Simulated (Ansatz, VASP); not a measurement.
# MnO2: VASP beside Ansatz, part 2 of 2

Aim: how closely do two programs agree when they are given the same cell, functional and k mesh? The cell is taken from a series of VASP runs on this material, whose earlier steps may have relaxed, scaled or displaced it; both programs get it as it stands. Other levels of theory on this material are compared in a session of their own.

VASP 6.6.1 and Ansatz 0.2.0.

So far: Starting point; Ansatz: band structure, PBE, DFT+U.

In doubt: warnings of the run leave room for a lower electronic state, so energies may not be the lowest and differences between runs may mislead.

**3. VASP: band structure, PBE, DFT+U**

Level of this step: PBE, DFT+U (Mn d 1 eV), spin-polarised from a ferromagnetic start; plane waves and PAW (Mn_pv, O) (VASP).

The same cell, functional, mesh and smearing now go to VASP, with its own data sets and cutoff.

Lines of VASP's logs that name or quote its potential files are left out, and so is its time.

Input file INCAR:

```
SYSTEM = MnO2
PREC = Accurate
ENCUT = 520
EDIFF = 1E-06
NELM = 100
ISMEAR = 0
SIGMA = 0.05
LREAL = .FALSE.
ALGO = Normal
GGA = PE
NBANDS = 44
ISPIN = 2
MAGMOM = 2.799 2.799 0.054 0.054 0.054 0.054
LDAU = .TRUE.
LDAUTYPE = 2
LDAUL = 2 -1
LDAUU = 1 0
LDAUJ = 0 0
LDAUPRINT = 1
LASPH = .TRUE.
LMAXMIX = 4
LORBIT = 11
LWAVE = .FALSE.
LCHARG = .FALSE.
KPAR = 2
```

Input file POSCAR:

```
MnO2
1.0
    4.4515689296      0.0000000000      0.0000000000
    0.0000000000      4.4515689296      0.0000000000
    0.0000000000      0.0000000000      2.8954388431
Mn O
2 4
Direct
    0.5000000000      0.5000000000      0.5000000000
    0.0000000000      0.0000000000      0.0000000000
    0.8055697410      0.1944302590      0.5000000000
    0.6944302590      0.6944302590      0.0000000000
    0.1944302590      0.8055697410      0.5000000000
    0.3055697410      0.3055697410      0.0000000000
```

Input file KPOINTS:

```
Automatic mesh
0
Gamma
5 5 7
0 0 0
```

Input file KPOINTS_OPT:

```
Line mode
16
Line-mode
Reciprocal
  0.00000000   0.00000000   0.00000000 GAMMA
  0.00000000   0.50000000   0.00000000 X

  0.00000000   0.50000000   0.00000000 X
  0.50000000   0.50000000   0.00000000 M

  0.50000000   0.50000000   0.00000000 M
  0.00000000   0.00000000   0.00000000 GAMMA

  0.00000000   0.00000000   0.00000000 GAMMA
  0.00000000   0.00000000   0.50000000 Z

  0.00000000   0.00000000   0.50000000 Z
  0.00000000   0.50000000   0.50000000 R

  0.00000000   0.50000000   0.50000000 R
  0.50000000   0.50000000   0.50000000 A

  0.50000000   0.50000000   0.50000000 A
  0.00000000   0.00000000   0.50000000 Z

  0.00000000   0.50000000   0.00000000 X
  0.00000000   0.50000000   0.50000000 R

  0.50000000   0.50000000   0.00000000 M
  0.50000000   0.50000000   0.50000000 A
```

The projector-augmented-wave data sets are Mn_pv and O (PBE family, release 64).

Command:

```console
> mpirun -np 2 vasp_std
```

Numbers of over 12 decimals in the logs are rounded to 6 here.

Output:

```text
[banner, memory and clock lines left out]
running    2 mpi-ranks, on    1 nodes
 distrk:  each k-point on    1 cores,    2 groups
 distr:  one band on    1 cores,    1 groups

 POSCAR found type information on POSCAR MnO
 POSCAR found :  2 types and       6 ions
 LDA part: xc-table for (Slater+PW92), standard interpolation
 POSCAR, INCAR and KPOINTS ok, starting setup
 FFT: planning ... GRIDC
 FFT: planning ... GRID_SOFT
 FFT: planning ... GRID
 WAVECAR not read
 entering main loop
       N       E                     dE             d eps       ncg     rms          rms(c)
DAV:   1     0.608410650957E+03    0.60841E+03   -0.25929E+04  4288   0.135E+03
DAV:   2    -0.421832470153E+01   -0.61263E+03   -0.55453E+03  4312   0.419E+02
DAV:   3    -0.612593379346E+02   -0.57041E+02   -0.55588E+02  4776   0.139E+02
DAV:   4    -0.622135826747E+02   -0.95424E+00   -0.95213E+00  4728   0.186E+01
DAV:   5    -0.622210875229E+02   -0.75048E-02   -0.75043E-02  4520   0.169E+00    0.424E+01
DAV:   6    -0.565926953396E+02    0.56284E+01   -0.59458E+01  5024   0.817E+01    0.565E+01
DAV:   7    -0.489697530282E+02    0.76229E+01   -0.52889E+01  4492   0.817E+01    0.202E+01
DAV:   8    -0.465253923513E+02    0.24444E+01   -0.36001E+00  4656   0.191E+01    0.754E+00
DAV:   9    -0.462744519718E+02    0.25094E+00   -0.77366E-01  5264   0.857E+00    0.360E+00
DAV:  10    -0.462792423800E+02   -0.47904E-02   -0.18903E-01  4544   0.238E+00    0.164E+00
DAV:  11    -0.462773472467E+02    0.18951E-02   -0.12040E-02  4596   0.907E-01    0.741E-01
DAV:  12    -0.462779963359E+02   -0.64909E-03   -0.15831E-03  4536   0.283E-01    0.241E-01
DAV:  13    -0.462776184044E+02    0.37793E-03   -0.53793E-04  4628   0.287E-01    0.975E-02
DAV:  14    -0.462776338052E+02   -0.15401E-04   -0.19196E-04  4592   0.123E-01    0.273E-02
DAV:  15    -0.462776464798E+02   -0.12675E-04   -0.26711E-05  4476   0.318E-02    0.234E-02
DAV:  16    -0.462776446647E+02    0.18151E-05   -0.59501E-06  4264   0.232E-02    0.115E-02
DAV:  17    -0.462776444780E+02    0.18665E-06   -0.15367E-06  3204   0.148E-02
   1 F= -.46277644E+02 E0= -.46277471E+02  d E =-.347445E-03  mag=     6.0022
 Start KPOINTS_OPT (optional k-point list driver)
k-point batch [1-24\144]
       N       E                     dE             ncg
DAV:   1     0.618990602349E+03   -0.14210E+05     4256
DAV:   2    -0.129590098091E+05   -0.13578E+05     4288
DAV:   3    -0.141584810575E+05   -0.11995E+04     4904
DAV:   4    -0.141806036610E+05   -0.22123E+02     4844
DAV:   5    -0.141808205157E+05   -0.21685E+00     4748
DAV:   6    -0.141808263300E+05   -0.58143E-02     4792
DAV:   7    -0.141808265445E+05   -0.21458E-03     4796
DAV:   8    -0.141808265530E+05   -0.84759E-05     4208
DAV:   9    -0.141808265533E+05   -0.33944E-06     2812
[...]
k-point batch [121-144\144]
       N       E                     dE             ncg
DAV:   1     0.420035123799E+03   -0.41770E+05     4240
DAV:   2    -0.130191768690E+05   -0.13439E+05     4268
DAV:   3    -0.142085722981E+05   -0.11894E+04     4864
DAV:   4    -0.142304375982E+05   -0.21865E+02     4764
DAV:   5    -0.142306425346E+05   -0.20494E+00     4596
DAV:   6    -0.142306476739E+05   -0.51393E-02     4572
DAV:   7    -0.142306478538E+05   -0.17982E-03     4760
DAV:   8    -0.142306478604E+05   -0.66772E-05     3976
DAV:   9    -0.142306478607E+05   -0.25726E-06     2512
```

From OUTCAR (step 3):

```text
ion  position               nearest neighbor table
   1  0.500  0.500  0.500-   4 1.90   6 1.90   4 1.90   6 1.90   5 1.92   3 1.92
   2  0.000  0.000  0.000-   3 1.90   5 1.90   3 1.90   5 1.90   4 1.92   6 1.92
   3  0.806  0.194  0.500-   2 1.90   2 1.90   1 1.92
   4  0.694  0.694  0.000-   1 1.90   1 1.90   2 1.92
   5  0.194  0.806  0.500-   2 1.90   2 1.90   1 1.92
   6  0.306  0.306  0.000-   1 1.90   1 1.90   2 1.92

  LATTYP: Found a simple tetragonal cell.
 ALAT       =     4.4515689296
 C/A-ratio  =     0.6504310927

 Subroutine GETGRP returns: Found 16 space group operations
 (whereof  8 operations were pure point group operations)

The static configuration has the point symmetry D_2h.
 The point group associated with its full space group is D_4h.

 Found     24 irreducible k-points:

   k-points           NKPTS =     24   k-points in BZ     NKDIM =     24   number of bands    NBANDS=     44

   dimension x,y,z NGX =    36 NGY =   36 NGZ =   24
   dimension x,y,z NGXF=    72 NGYF=   72 NGZF=   48

   ENCUT  =  520.0 eV  38.22 Ry    6.18 a.u.   8.28  8.28  5.38*2*pi/ulx,y,z

   NELECT =      50.0000    total number of electrons

 k-points in reciprocal lattice and weights: Automatic mesh
   0.00000000  0.00000000  0.00000000       0.006
   0.20000000  0.00000000  0.00000000       0.023
   0.40000000  0.00000000  0.00000000       0.023
   0.20000000  0.20000000  0.00000000       0.023
   0.40000000  0.20000000  0.00000000       0.046
   0.40000000  0.40000000  0.00000000       0.023
   0.00000000  0.00000000  0.14285714       0.011
   0.20000000  0.00000000  0.14285714       0.046
   0.40000000  0.00000000  0.14285714       0.046
[...]
0.40000000  0.20000000  0.42857143       0.091
   0.40000000  0.40000000  0.42857143       0.046

atom =   1  type =  1  l = 2

 onsite density matrix

spin component  1

  0.6041  0.0000 -0.1970  0.0000  0.0000
  0.0000  0.7133  0.0000 -0.2385  0.0000
 -0.1970  0.0000  0.8232  0.0000 -0.0000
  0.0000 -0.2385  0.0000  0.7133  0.0000
  0.0000  0.0000 -0.0000  0.0000  0.9634

spin component  2

  0.2524  0.0000  0.1037  0.0000  0.0000
  0.0000  0.2507  0.0000  0.1056  0.0000
  0.1037  0.0000  0.1540  0.0000  0.0000
  0.0000  0.1056  0.0000  0.2507  0.0000
  0.0000  0.0000  0.0000  0.0000  0.1550

 occupancies and eigenvectors

  o =  0.0884  v =  0.0000  0.0000  0.0000  0.0000  0.0000 -0.5344  0.0000  0.8452  0.0000 -0.0000      0.0000  0.0000  0.0000  0.0000  0.0000  0.0000  0.0000  0.0000  0.0000  0.0000
  o =  0.1451  v =  0.0000  0.0000  0.0000  0.0000  0.0000  0.0000  0.7071  0.0000 -0.7071  0.0000      0.0000  0.0000  0.0000  0.0000  0.0000  0.0000  0.0000  0.0000  0.0000  0.0000
  o =  0.1550  v =  0.0000  0.0000  0.0000  0.0000  0.0000 -0.0000 -0.0000  0.0000  0.0000  1.0000      0.0000  0.0000  0.0000  0.0000  0.0000  0.0000  0.0000  0.0000  0.0000  0.0000
  o =  0.3179  v =  0.0000  0.0000  0.0000  0.0000  0.0000 -0.8452  0.0000 -0.5344  0.0000 -0.0000      0.0000  0.0000  0.0000  0.0000  0.0000  0.0000  0.0000  0.0000  0.0000  0.0000
  o =  0.3563  v =  0.0000  0.0000  0.0000  0.0000  0.0000  0.0000 -0.7071  0.0000 -0.7071 -0.0000      0.0000  0.0000  0.0000  0.0000  0.0000  0.0000  0.0000  0.0000  0.0000  0.0000
  o =  0.4748  v =  0.0000  0.7071 -0.0000  0.7071 -0.0000  0.0000  0.0000  0.0000  0.0000  0.0000      0.0000  0.0000  0.0000  0.0000  0.0000  0.0000  0.0000  0.0000  0.0000  0.0000
  o =  0.4883  v = -0.8620  0.0000 -0.5069  0.0000  0.0000  0.0000  0.0000  0.0000  0.0000  0.0000      0.0000  0.0000  0.0000  0.0000  0.0000  0.0000  0.0000  0.0000  0.0000  0.0000
  o =  0.9390  v = -0.5069  0.0000  0.8620  0.0000 -0.0000  0.0000  0.0000  0.0000  0.0000  0.0000      0.0000  0.0000  0.0000  0.0000  0.0000  0.0000  0.0000  0.0000  0.0000  0.0000
  o =  0.9518  v =  0.0000  0.7071 -0.0000 -0.7071 -0.0000  0.0000  0.0000  0.0000  0.0000  0.0000      0.0000  0.0000  0.0000  0.0000  0.0000  0.0000  0.0000  0.0000  0.0000  0.0000
  o =  0.9634  v =  0.0000 -0.0000 -0.0000  0.0000 -1.0000  0.0000  0.0000  0.0000  0.0000  0.0000      0.0000  0.0000  0.0000  0.0000  0.0000  0.0000  0.0000  0.0000  0.0000  0.0000

atom =   2  type =  1  l = 2

 onsite density matrix

spin component  1

  0.6041  0.0000  0.1970  0.0000 -0.0000
  0.0000  0.7133  0.0000  0.2385  0.0000
  0.1970  0.0000  0.8232  0.0000 -0.0000
[...]
o =  0.1451  v =  0.0000  0.0000  0.0000  0.0000  0.0000  0.0000 -0.7071  0.0000 -0.7071  0.0000      0.0000  0.0000  0.0000  0.0000  0.0000  0.0000  0.0000  0.0000  0.0000  0.0000
  o =  0.1550  v =  0.0000  0.0000  0.0000  0.0000  0.0000 -0.0000  0.0000 -0.0000  0.0000  1.0000      0.0000  0.0000  0.0000  0.0000  0.0000  0.0000  0.0000  0.0000  0.0000  0.0000
  o =  0.3179  v =  0.0000  0.0000  0.0000  0.0000  0.0000 -0.8452 -0.0000  0.5344  0.0000 -0.0000      0.0000  0.0000  0.0000  0.0000  0.0000  0.0000  0.0000  0.0000  0.0000  0.0000
  o =  0.3563  v =  0.0000  0.0000  0.0000  0.0000  0.0000  0.0000  0.7071  0.0000 -0.7071 -0.0000      0.0000  0.0000  0.0000  0.0000  0.0000  0.0000  0.0000  0.0000  0.0000  0.0000
  o =  0.4748  v =  0.0000 -0.7071  0.0000  0.7071  0.0000  0.0000  0.0000  0.0000  0.0000  0.0000      0.0000  0.0000  0.0000  0.0000  0.0000  0.0000  0.0000  0.0000  0.0000  0.0000
  o =  0.4883  v = -0.8620  0.0000  0.5069  0.0000 -0.0000  0.0000  0.0000  0.0000  0.0000  0.0000      0.0000  0.0000  0.0000  0.0000  0.0000  0.0000  0.0000  0.0000  0.0000  0.0000
  o =  0.9390  v = -0.5069  0.0000 -0.8620  0.0000  0.0000  0.0000  0.0000  0.0000  0.0000  0.0000      0.0000  0.0000  0.0000  0.0000  0.0000  0.0000  0.0000  0.0000  0.0000  0.0000
  o =  0.9518  v =  0.0000 -0.7071  0.0000 -0.7071  0.0000  0.0000  0.0000  0.0000  0.0000  0.0000      0.0000  0.0000  0.0000  0.0000  0.0000  0.0000  0.0000  0.0000  0.0000  0.0000
  o =  0.9634  v =  0.0000 -0.0000 -0.0000  0.0000 -1.0000  0.0000  0.0000  0.0000  0.0000  0.0000      0.0000  0.0000  0.0000  0.0000  0.0000  0.0000  0.0000  0.0000  0.0000  0.0000

 average (electrostatic) potential at core
       1 -71.1858       2 -71.1858       3 -70.2051       4 -70.2051       5 -70.2051
       6 -70.2051

 E-fermi :   4.7653

 spin component 1
 k-point     1 :       0.0000    0.0000    0.0000
  band No.  band energies     occupation
    ...
     25       3.9139      1.00000
     26       3.9139      1.00000
     27       4.4333      1.00000
     28       4.4606      1.00000
     29       4.6188      0.99998
     30       7.6154      0.00000
     31       7.6154      0.00000
     32       8.2033      0.00000
     33      12.4391      0.00000
     34      15.9181      0.00000
    ...

 k-point     2 :       0.2000    0.0000    0.0000
  band No.  band energies     occupation
    ...
     24       3.4835      1.00000
     25       3.5461      1.00000
     26       3.6928      1.00000
     27       4.3231      1.00000
     28       4.3452      1.00000
     29       5.4128      0.00000
     30       7.5316      0.00000
     31       7.5602      0.00000
     32       8.0349      0.00000
     33      12.9805      0.00000
    ...

 k-point     3 :       0.4000    0.0000    0.0000
  band No.  band energies     occupation
    ...
     24       3.2982      1.00000
     25       3.4438      1.00000
     26       3.5356      1.00000
     27       4.0958      1.00000
     28       4.1517      1.00000
     29       6.5335      0.00000
     30       7.4178      0.00000
     31       7.4481      0.00000
     32       7.4726      0.00000
     33      14.1974      0.00000
    ...

 k-point     4 :       0.2000    0.2000    0.0000
  band No.  band energies     occupation
    ...
     24       3.0386      1.00000
     25       3.5829      1.00000
     26       3.8610      1.00000
     27       4.2251      1.00000
     28       4.5472      1.00000
     29       5.5559      0.00000
     30       7.4327      0.00000
     31       7.6038      0.00000
     32       7.8279      0.00000
     33      13.4770      0.00000
    ...

 k-point     5 :       0.4000    0.2000    0.0000
  band No.  band energies     occupation
    ...
     24       2.9747      1.00000
     25       3.3279      1.00000
     26       3.4005      1.00000
     27       4.3548      1.00000
     28       4.5173      1.00000
     29       6.3154      0.00000
     30       7.2068      0.00000
     31       7.4267      0.00000
     32       7.5335      0.00000
     33      14.5904      0.00000
    ...

 k-point     6 :       0.4000    0.4000    0.0000
  band No.  band energies     occupation
    ...
     24       2.9593      1.00000
     25       2.9697      1.00000
     26       3.1277      1.00000
     27       4.6774      0.99353
     28       4.7291      0.84679
     29       6.1544      0.00000
     30       6.5925      0.00000
     31       7.5239      0.00000
     32       7.5855      0.00000
     33      15.4821      0.00000
    ...

  Total        0.0600229      0.0600229      0.0402505      0.0000000      0.0000000      0.0000000
  in kB        1.6760498      1.6760498      1.1239353      0.0000000      0.0000000      0.0000000
  external PRESSURE =       1.4920116 kB  Pullay stress =       0.0000000 kB

  energy-cutoff  :      520.00
  volume of cell :       57.38
      direct lattice vectors                 reciprocal lattice vectors
     4.451568930  0.000000000  0.000000000     0.224639900  0.000000000  0.000000000
     0.000000000  4.451568930  0.000000000     0.000000000  0.224639900  0.000000000
     0.000000000  0.000000000  2.895438843     0.000000000  0.000000000  0.345370790

 POSITION                                       TOTAL-FORCE (eV/Angst)
 -----------------------------------------------------------------------------------
      2.22578      2.22578      1.44772         0.000000      0.000000      0.000000
      0.00000      0.00000      0.00000         0.000000      0.000000      0.000000
      3.58605      0.86552      1.44772        -0.005533      0.005533      0.000000
      3.09130      3.09130      0.00000         0.005533      0.005533      0.000000
      0.86552      3.58605      1.44772         0.005533     -0.005533     -0.000000
      1.36026      1.36026      0.00000        -0.005533     -0.005533     -0.000000
 -----------------------------------------------------------------------------------
    total drift:                                0.000000      0.000000      0.000000

  FREE ENERGIE OF THE ION-ELECTRON SYSTEM (eV)
  ---------------------------------------------------
  free  energy   TOTEN  =       -46.2776444780 eV

  energy  without entropy=      -46.2772970330  energy(sigma->0) =      -46.27747076

 total charge
# of ion       s       p       d       tot
------------------------------------------
    1        0.342   6.443   4.847  11.633
    2        0.342   6.443   4.847  11.633
    3        1.568   3.454   0.000   5.021
    4        1.568   3.454   0.000   5.021
    5        1.568   3.454   0.000   5.021
    6        1.568   3.454   0.000   5.021
--------------------------------------------------
tot          6.955  26.700   9.695  43.351

 magnetization (x)
# of ion       s       p       d       tot
------------------------------------------
    1        0.018   0.028   2.753   2.799
    2        0.018   0.028   2.753   2.799
    3       -0.000   0.054   0.000   0.054
    4       -0.000   0.054   0.000   0.054
    5       -0.000   0.054   0.000   0.054
    6       -0.000   0.054   0.000   0.054
--------------------------------------------------
tot          0.036   0.271   5.506   5.813

[... 6 further parts left out ...]
```

The run ends at a pressure of 0.15 GPa, with forces up to 0.0078 eV/Å.

**4. Side by side**

Known differences besides the potentials themselves: U acts on the PAW sphere in VASP and on atomic orbitals in Ansatz, so only states and trends compare; the data sets hold 54 valence electrons in Ansatz (default PAW (the set named soft_2) files) and 50 in VASP; the cutoff is 420 eV in Ansatz and 520 eV in VASP; site moments are counted in spheres of each program's own size. Total energies have different zeros and are not compared.

The two programs side by side:

| quantity | Ansatz | VASP | difference |
| --- | --- | --- | --- |
| pressure (GPa) | -0.92 | 0.15 | -1.07 |
| pressure without Ansatz's Pulay correction (GPa) | -1.78 | 0.15 | -1.93 |
| total moment (μB) | 6.00 | 6.00 | 0.00 |
| moment on Mn1 (μB) | 2.47 | 2.80 | -0.33 |
| moment on Mn2 (μB) | 2.47 | 2.80 | -0.33 |
| moment on O3 (μB) | 0.06 | 0.05 | +0.01 |
| moment on O4 (μB) | 0.06 | 0.05 | +0.01 |
| moment on O5 (μB) | 0.06 | 0.05 | +0.01 |
| moment on O6 (μB) | 0.06 | 0.05 | +0.01 |

At this near-relaxed geometry the largest component of a force difference is 25 meV/Å. Ansatz's pressure holds a Pulay correction of 0.86 GPa; VASP's holds none.

**5. Outcome**

```
difference in total moment (band structure, PBE, DFT+U) : -0.0019 μB
r.m.s. force difference (band structure, PBE, DFT+U)    : 17 meV/Å
difference in pressure (band structure, PBE, DFT+U)     : -1.1 GPa
```

**Reading.** The r.m.s. force difference is 17 meV/Å (band structure, PBE, DFT+U). 3 further runs of this series are not shown here. How closely two codes agree says nothing of how well the functional describes the real material.

[Lines on the potential files, build, host, timing and source positions are cut from VASP's logs without a mark.]

[Logs are printed without paths, hosts, clocks, repeated set-up lines and the standing remarks that a program may print on its own settings, such as how far it seeks lower states.]

[Hosts, paths, dates, database ids (printed as entryN), source tags and the programs' standing remarks are cut or masked in the printed files.]
